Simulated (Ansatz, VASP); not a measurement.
# Two plane-wave programs on BeZn2Te3

```
Be Zn Te
1.0
     4.67032    0.00000    0.00000
     0.00000    4.67032    0.00000
     0.00000    0.00000    7.95837
Be Zn Te
1 2 3
Cartesian
  0.0000 0.0000 5.8921
  2.3352 2.3352 5.3666
  0.0000 0.0000 3.6089
  2.3352 0.0000 7.0487
  0.0000 2.3352 7.0487
  2.3352 2.3352 2.8686
```

Change from the starting cell: species swapped into the Zr2As3S type (P4mm, No. 99).

Alike in both runs: functional PBE; k mesh 8 × 8 × 6; occupations gaussian, width 0.1 eV; no spin polarisation.

Ansatz relaxed the structure, and its values are those at the end. VASP's run is a single point on that final structure, the one shown.

```csv
,VASP,Ansatz
version,VASP 6.6.1,Ansatz 0.2.0
potentials or method,"VASP PAW PBE potentials, release 64 (Be, Zn, Te)","scalar-relativistic, plane waves, PAW"
plane-wave cutoff (eV),520,420
valence electrons in the cell,44,74
```

Ansatz gave:

| Quantity | Value |
| --- | --- |
| gap on the k mesh at the Fermi level (eV) | none |
| pressure (GPa) | 0.0 |
| rms of the force components (eV/Å) | 0.001 |

Task: What did VASP give for the same quantities?

Result: gap on the k mesh at the Fermi level (eV): none; pressure (GPa): 0.1; rms of the force components (eV/Å): 0.006.

A gap of «none» marks a metal or a gap that the smearing closes. The two sets of potentials don't hold the same shells in valence.

The runs have no spin-orbit coupling, so splittings on Te are missing.
